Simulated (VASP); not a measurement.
Given:

```xyz
2
Lattice="0.0000 3.0780 3.0780 3.0780 0.0000 3.0780 3.0780 3.0780 0.0000" Properties=species:S:1:pos:R:3 pbc="T T T"
Ru     0.0000     0.0000     0.0000
Sb     3.0780     3.0780     3.0780
```

Method: PBEsol GGA, VASP's PBE PAW potentials (set 64) (plane waves; VASP). Settings: 400 eV cut-off, 9×9×9 Γ-centred mesh, first-order Methfessel-Paxton smearing of 0.10 eV, potentials Ru_pv Sb.

Energy and stress use the plane-wave basis of the starting cell.

The ions, cell shape and volume are relaxed. Which structure does the run end with?

```xyz
2
Lattice="0.0000 2.6552 2.6552 2.6552 0.0000 2.6552 2.6552 2.6552 0.0000" Properties=species:S:1:pos:R:3 pbc="T T T"
Ru     0.0000     0.0000     0.0000
Sb     2.6552     2.6552     2.6552
```
Space group Fm-3m (225), at a tolerance of 0.03 Å.

How do energy and volume change from the first to the last step?

The energy (σ→0) changes by -1165.8 meV/atom and the volume by -35.8 %, in 7 ionic steps.

The structure was generated: RuSb was put into the rock salt type (Fm-3m), which need not be its known phase. This run relaxes it. Symmetry was kept, so distortions that lower it aren't found. The electron count is odd and the run is not spin-polarised, which forces a metal.
